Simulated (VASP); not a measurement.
Consider the following.

```yaml
crystal:
  lattice:
    - [4.03264, 0.00000, 0.00000]
    - [0.00000, 4.03264, 0.00000]
    - [0.00000, 0.00000, 4.03264]
  atoms:
    - { symbol: Sc, position: [0.00000, 0.00000, 0.00000] }
    - { symbol: Al, position: [0.00000, 0.50000, 0.50000] }
    - { symbol: Al, position: [0.50000, 0.00000, 0.50000] }
    - { symbol: Al, position: [0.50000, 0.50000, 0.00000] }
```

Calculation: LDA (Ceperley-Alder, Perdew-Zunger), VASP's LDA PAW potentials (set 64) (plane waves; VASP). Numerical set-up: 520 eV cut-off, Gaussian smearing of 0.050 eV, potentials Sc_sv Al.

### Question
Give the energies of bands 5 to 13 at the high-symmetry points, in eV from the Fermi level.

### Answer

| band | Γ | X | M | R |
|---|---|---|---|---|
| 5 | -10.17 | -8.24 | -6.85 | -4.84 |
| 6 | -2.65 | -7.39 | -5.63 | -4.84 |
| 7 | -2.65 | -1.74 | -5.63 | -4.84 |
| 8 | -1.76 | -1.74 | -4.38 | -4.55 |
| 9 | -1.76 | -1.52 | -0.54 | -2.90 |
| 10 | -1.76 | 1.05 | -0.54 | -2.90 |
| 11 | 1.32 | 1.13 | 1.26 | -2.90 |
| 12 | 1.33 | 1.13 | 1.43 | 1.10 |
| 13 | 1.33 | 1.44 | 2.15 | 2.69 |

It has no gap at this level: it comes out as a metal or semimetal.

The compound is Al3Sc in the L1_2 structure. It was relaxed first.
